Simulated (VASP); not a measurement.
Input for VASP

KPOINTS:
```
Automatic mesh
0
Gamma
8 8 8
0 0 0
```

### POSCAR
```
MgO
1
    0.0000000000     2.1050000000     2.1050000000
    2.1050000000     0.0000000000     2.1050000000
    2.1050000000     2.1050000000     0.0000000000
Mg O
1 1
Direct
  0.0000000000   0.0000000000   0.0000000000
  0.5000000000   0.5000000000   0.5000000000
```

### INCAR
```
SYSTEM = MgO
PREC = Accurate
ENCUT = 520
EDIFF = 1E-6
NELM = 100
ALGO = Normal
LREAL = .FALSE.
LASPH = .TRUE.
ISMEAR = 0
SIGMA = 0.05
GGA = PE
LWAVE = .FALSE.
LCHARG = .FALSE.
ISIF = 2
IBRION = 0
NSW = 3
TEBEG = 300
```

POTCAR, in this order: Mg O (PBE.64 set). Program: vasp_std.

**Question.** Does this input run properly? What does VASP do?

**Answer.** There is a fault: molecular dynamics (IBRION = 0) was asked for without POTIM. VASP stops with an error: Fatal error! IBRION=0, but no entry for POTIM on file INCAR. MUST be specified! ----> I REFUSE TO CONTINUE WITH THIS SICK JOB ... BYE!!! <----



To mend it, set POTIM to the time step in fs (1 to 2 fs suits most solids). The plain static run on this cell (PBE GGA, plane waves, VASP's PBE PAW potentials (set 64)) converges, and its OSZICAR ends with
```
   1 F= -.11904785E+02 E0= -.11904785E+02  d E =-.180114E-11
```

The compound is MgO in the rock salt structure. The cell was not relaxed at this level.
